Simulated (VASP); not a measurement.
```xyz
2
Lattice="0.0000 3.2500 3.2500 3.2500 0.0000 3.2500 3.2500 3.2500 0.0000" Properties=species:S:1:pos:R:3 pbc="T T T"
Ag     0.0000     0.0000     0.0000
I      1.6250     1.6250     1.6250
```

The numbers are results of PBE GGA, VASP's PBE PAW potentials (set 64) (plane waves; VASP), not measurements. Settings: 300 eV cut-off, 9×9×9 Γ-centred mesh, Fermi-Dirac smearing of 0.050 eV, potentials Ag I.

Unless said otherwise, spin-orbit coupling is left out, though it shifts the bands of the heavy elements here.

### Question
Give the energies of bands 2 to 12 at the high-symmetry points, in eV from the valence-band maximum.

### Answer

| band | Γ | X | U | L | W |
|---|---|---|---|---|---|
| 2 | -4.20 | -4.49 | -4.28 | -4.12 | -4.14 |
| 3 | -4.20 | -3.70 | -3.81 | -4.03 | -3.93 |
| 4 | -4.20 | -3.70 | -3.69 | -4.03 | -3.70 |
| 5 | -3.06 | -2.97 | -3.03 | -3.03 | -3.12 |
| 6 | -3.06 | -2.94 | -3.02 | -3.03 | -2.83 |
| 7 | 0.00 | -2.59 | -2.78 | -2.91 | -2.75 |
| 8 | 0.00 | -1.78 | -1.99 | -0.72 | -2.13 |
| 9 | 0.00 | -1.78 | -1.41 | -0.72 | -1.62 |
| 10 | 1.33 | 3.62 | 3.93 | 2.75 | 4.74 |
| 11 | 5.75 | 3.84 | 5.00 | 6.23 | 5.22 |
| 12 | 5.75 | 8.49 | 7.67 | 6.23 | 6.39 |

The gap is direct, 1.33 eV, from the valence maximum at Γ to the conduction minimum at Γ.

The structure is a typed AgI crystal (F-43m). The cell was not relaxed at this level.
